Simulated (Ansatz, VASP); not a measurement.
# Cross-check of TiAl3 between VASP and Ansatz, part 2 of 2

Wanted: the spread between two codes on one cell, functional and k mesh. The cell is taken from a series of VASP runs on this material, whose earlier steps may have relaxed, scaled or displaced it; both programs get it as it stands.

VASP 6.6.1 and Ansatz 0.2.0.

So far: The starting structure; VASP: band structure, r2SCAN with rVV10.

**3. Ansatz: band structure, r2SCAN with rVV10**

Level of this step: Ansatz beside VASP: Kohn-Sham DFT, plane waves, r2SCAN with rVV10 (Ansatz).

Ansatz runs on its default PAW (the set named soft_2) files.

The same cell, functional, mesh and smearing now go to Ansatz, which takes its cutoff from its data sets.

Input file input.yaml:

```yaml
crystal:
  lattice:
    - [0.0, -3.8132887164, 0.0]
    - [-3.8132887164, 0.0, 0.0]
    - [1.9066443582, -1.9066443582, -4.2788394424]
  atoms:
    - { symbol: Ti, position: [0.0, 0.0, 0.0] }
    - { symbol: Al, position: [0.5, 0.5, 0.0] }
    - { symbol: Al, position: [0.75, 0.75, 0.5] }
    - { symbol: Al, position: [0.25, 0.25, 0.5] }
hamiltonian:
  xc: r2scan
  pseudopotentials: { kind: paw }
  dispersion: rvv10
kpoints:
  mp_grid: { grid: [7, 7, 7] }
  band_path:
    path:
      - [0.0, 0.0, 0.0]
      - [0.2, -0.2, 0.2]
      - [0.4, -0.4, 0.4]
      - [0.51324, -0.48676, 0.5]
      - [0.55295, -0.44705, 0.5]
      - [0.59266, -0.40734, 0.5]
      - [0.59928, -0.29386, 0.44657]
      - [0.59928, -0.13357, 0.36643]
      - [0.59928, 0.0, 0.29964]
      - [0.35957, 0.0, 0.17978]
      - [0.11986, 0.0, 0.05993]
      - [0.0, 0.0, -0.06667]
      - [0.0, 0.0, -0.26667]
      - [0.0, 0.0, -0.46667]
      - [0.10686, 0.0, -0.44657]
      - [0.26715, 0.0, -0.36643]
      - [0.40072, 0.0, -0.29964]
      - [0.44043, 0.0, -0.17978]
      - [0.48014, 0.0, -0.05993]
      - [0.5, -0.06667, 0.03333]
      - [0.5, -0.26667, 0.13333]
      - [0.5, -0.46667, 0.23333]
      - [0.47353, -0.47353, 0.15686]
      - [0.43381, -0.43381, 0.01715]
      - [0.40072, -0.40072, -0.09928]
      - [0.24043, -0.24043, -0.25957]
      - [0.08014, -0.08014, -0.41986]
      - [0.5, -0.5, 0.46667]
      - [0.5, -0.5, 0.36667]
      - [0.5, -0.5, 0.25]
    npoints: 1
scf:
  occupations: { method: methfessel_paxton, width: 0.2 }
  n_extra_bands: 8
output:
  forces: true
  stress: true
  eigenvalues: true
```

The run is started by

```
> ansatz run input.yaml --threads 2 --pin off --max-ram 4608MiB --backend cpu --events-out ev --progress --plain --runs-dir out
```

Numbers of over 12 decimals in the logs are rounded to 6 here.

What it wrote:

```text
scf.n_extra_bands = 8 over 11 filled bands (N_el = 21.0): the run solves 19 bands
Engine: ansatz 0.2.0, x86_64-unknown-linux-gnu
Pseudopotentials: kind: paw
Pseudopotential: Ti, paw, valence charge 12, recommended cutoff 500 eV (meta_gga), Ti.paw.azcp
Pseudopotential: Al, paw, valence charge 3, recommended cutoff 500 eV (meta_gga), Al.paw.azcp
Functional definition: r2SCAN+rVV10
  parameter k0 = 0.174
  parameter k1 = 0.065
  parameter a1 = 4.9479
  exchange = r2scan_x(k0 = k0, k1 = k1, a1 = a1)
  correlation = r2scan_c + rvv10(11.95, 0.0093)
Crystal: 4 atoms, lattice volume = 62.219 Å³
Basis set: ecut = 500 eV, 1555 PW (Γ), exchange–correlation on 128×128×180 points (64 copies of the dense FFT grid, shifted against one another)
Bands: 19, of which v1, the nominal top of the filled ones, is band 11 counted from 1 (10 counted from 0)
Symmetry: 16 space group operations
Space group: I4/mmm (ITA 139), of the structure as read, at distance tolerance 4.0e-5 Å
k-points: 40 of 343
Non-local potential: Ti, projectors of the file, l = 0: 3, l = 1: 2, l = 2: 3, l = 3: 1
Non-local potential: Al, projectors of the file, l = 0: 2, l = 1: 2, l = 2: 1
PAW form: soft (Blöchl's): semilocal exchange-correlation on the pseudo side does not see the compensation charge
rVV10 density: all electrons in the spheres
PAW frozen core: Ti, regenerated for the run's functional (the file was generated under x = pbe(κ = 0.804, μ = 0.219515), c = pbe(β = 0.066725))
PAW frozen core: Al, regenerated for the run's functional (the file was generated under x = pbe(κ = 0.804, μ = 0.219515), c = pbe(β = 0.066725))
PAW one-centre angular grid: Ti, 590 points (default); XC on 160 Gauss nodes
PAW one-centre angular grid: Al, 302 points (default); XC on 160 Gauss nodes
Initial density: superposition of atomic densities (neutral atoms: chi_scale 0, normalization atom), corrected by the library's trained network
Initial wavefunctions: pseudopotential atomic-orbital guess
Functional: x = r2scan, c = r2scan + rvv10(b = 11.95, C = 0.0093); τ floored in thin density (d = 2e-4 eV/Å³)
SCF iter   1: F=—  HF=-4125.325140 eV  |F-HF|=—  |Δ(HF+E_count)|=         —  Δρ=1.34e-2  dr2=1.50e-1  dr2_τ=2.84e-2  ethr=1.77e-3  ⟨swp⟩=5.9  Hψ=4195  notcnv=0
preconditioner: auto → Kerker (q_TF=auto, 2.277 Å⁻¹)  [metal: Δε(μ)=0.038 eV  Ē_g=7.687 eV  σ=0.200 eV  W_gap=0.16  n_scr=10 (ndim 8)  ℏωp=17.0 eV  f_vac=0.000  D(μ)=1.45/eV (n_scr^D=10)]
SCF iter   2: F=—  HF=-4125.360603 eV  |F-HF|=—  |Δ(HF+E_count)|=   3.55e-2  S|Δr|=    0.00e0  Δρ=4.96e-3  dr2=1.85e-2  dr2_τ=3.78e-3  ethr=7.15e-4  ⟨swp⟩=3.0  Hψ=1754  notcnv=0  defer=79
SCF iter   3: F=—  HF=-4125.359544 eV  |F-HF|=—  |Δ(HF+E_count)|=   1.06e-3  S|Δr|=    0.00e0  Δρ=2.37e-3  dr2=3.30e-3  dr2_τ=7.41e-5  ethr=8.82e-5  ⟨swp⟩=2.0  Hψ=803  notcnv=0  defer=79
SCF iter   4: F=—  HF=-4125.359491 eV  |F-HF|=—  |Δ(HF+E_count)|=   5.32e-5  S|Δr|=    0.00e0  Δρ=2.66e-4  dr2=5.34e-5  dr2_τ=3.14e-6  ethr=1.57e-5  ⟨swp⟩=2.7  Hψ=1069  notcnv=0  defer=79
SCF iter   5: F=—  HF=-4125.359512 eV  |F-HF|=—  |Δ(HF+E_count)|=   2.15e-5  S|Δr|=    0.00e0  Δρ=1.12e-4  dr2=9.49e-6  dr2_τ=4.61e-7  ethr=2.54e-7  ⟨swp⟩=2.9  Hψ=992  notcnv=0  defer=78
SCF iter   6: F=—  HF=-4125.359511 eV  |F-HF|=—  |Δ(HF+E_count)|=   1.95e-6  S|Δr|=    0.00e0  Δρ=3.25e-5  dr2=9.85e-7  dr2_τ=2.25e-8  ethr=4.52e-8  ⟨swp⟩=1.0  Hψ=687  notcnv=0  defer=78
SCF iter   7: F=-4125.359510 eV  HF=-4125.359510 eV  |F-HF|=2.90e-9  |Δ(HF+E_count)|=   1.45e-7  S|Δr|=    0.00e0  Δρ=3.83e-6  dr2=1.06e-8  dr2_τ=3.86e-10  ethr=4.76e-10  ⟨swp⟩=7.1  Hψ=3597  notcnv=0
SCF 1 converged in 7 iterations: F = -4125.359510 eV  dr2 = 1.06e-8
  greatest PAW one-centre occupation: 1.001 electrons in one spin orbital (limit 2), on the Ti atom at site 0 (counted from 0), in its partial waves of l = 1
NSCF: frozen V_eff on 30 k-points
SCF converged after 7 iterations
Stability not checked: this state was not tested for a lower state beside it, because cold or Methfessel-Paxton smearing, or corrected tetrahedra, fill the levels in a way that the test cannot read (fill_not_monotonic; see scf.lower_state_search)
Free energy (F): -4125.359510 eV
Harris-Foulkes:  -4125.359510 eV  (|F-HF|=2.90e-9)
Internal energy: -4125.360967 eV  (E = F + TS)
E sigma→0 (E₀):  -4125.359874 eV
Entropy (-TS):   0.001456 eV (0.364 meV/atom)
Fermi energy:    9.761638 eV
--- Per-component energies (eV) ---
  E_band       = -164.703273
  E_kinetic    = 345.449139
  E_local      = -1180.855784  (includes V_loc(G=0)·N_el)
  E_nonlocal   = 37.640034
  E_hartree    = 520.243912
  E_xc         = -202.964786
  E_vxc        = -228.468307  (∫ρ·V_xc dr)
  E_paw        = -2477.166652  (= ΣΔE_a)
  E_vpaw       = -191.703820  (= ΣTr[D̂ρ^β])
  E_aug_tail   = 0.000044  (compensation charges beyond the density's cutoff)
  E_vtau       = 12.750221  (kinetic-family band-sum trace: ∫τ·v_τ [+ j·A + Jᵃ·Aᵃ] dr)
  E_ewald      = -1167.273092
  E_core_change = -0.433781  (= ΣΔE_core)
  E_smearing   = 0.001456  (= −TS)
  E_closure    = 0.000000  (closes the sum)
  Σ components = -4125.359510   (vs F -4125.359510, Δ=0.00e0)
--- Forces (eV/Å), atoms counted from 1 ---
  atom   1  Ti     0.00000000    -0.00000000    -0.00000000
  atom   2  Al     0.00000000     0.00000000     0.00000000
  atom   3  Al     0.00000000     0.00000000     0.00000000
  atom   4  Al    -0.00000000     0.00000000     0.00000000
  max |Σ_I F_I| component: 6.94e-18 eV/Å
--- Stress (GPa, compression-positive) ---
        0.166081       0.000000       0.000000
        0.000000       0.166081       0.000000
        0.000000       0.000000       0.148882
  P = ⅓ Tr σ = 0.1603 GPa (1.603 kbar)
--- Band table (eV; the first three rows and the last of 40) ---
  k-point 0: bands = [... 7 lower, 8.2828, 8.4440, 8.4440, 10.6333, 11.5427, 11.5427, 11.9470, 12.6923, ... 4 higher]
  k-point 1: bands = [... 7 lower, 8.4849, 8.4849, 8.6151, 10.6569, 11.3252, 11.3252, 11.4985, 13.0533, ... 4 higher]
  k-point 2: bands = [... 7 lower, 8.5920, 8.5920, 9.5922, 10.7110, 10.9064, 10.9064, 11.7050, 13.9389, ... 4 higher]
  k-point 39: bands = [... 7 lower, 6.2378, 6.6659, 8.1490, 8.6632, 11.7374, 11.8618, 12.0369, 13.0137, ... 4 higher]
```

Elapsed: 9 s, on 2 threads of AMD EPYC 7R43, shared host; peak memory 0.61 GiB.

**4. Comparison**

Known differences besides the potentials themselves: VASP keeps PBE cores, Ansatz makes them for the functional; the cutoff is 500 eV in Ansatz and 400 eV in VASP. Total energies have different zeros and are not compared.

Both answers:

```csv
quantity,Ansatz,VASP,difference
pressure (GPa),0.16,0.09,+0.07
```

Levels from 3 eV below to 2 eV above the Fermi level differ by 3 meV r.m.s. and 7 meV at most; each VASP level is matched to the nearest of Ansatz, which flatters the figure a little. Ansatz's pressure holds a Pulay correction of 0.03 GPa; VASP's holds none.

**5. What came out**

```
r.m.s. difference of levels near the Fermi level (band structure, r2SCAN with rVV10) : 2.8 meV
```

The r.m.s. difference of levels near the Fermi level is 2.8 meV (band structure, r2SCAN with rVV10), within the 80 meV picked in this series as the mark of a large difference. Such differences can come from data sets, numerical settings and the points named under the comparisons, not from the functional's error against experiment.

[Lines on the potential files, build, host, timing and source positions are cut from VASP's logs without a mark.]

[Logs are printed without paths, hosts, clocks, repeated set-up lines and the standing remarks that a program may print on its own settings, such as how far it seeks lower states.]

[Hosts, paths, dates, database ids (printed as entryN), source tags and the programs' standing remarks are cut or masked in the printed files.]
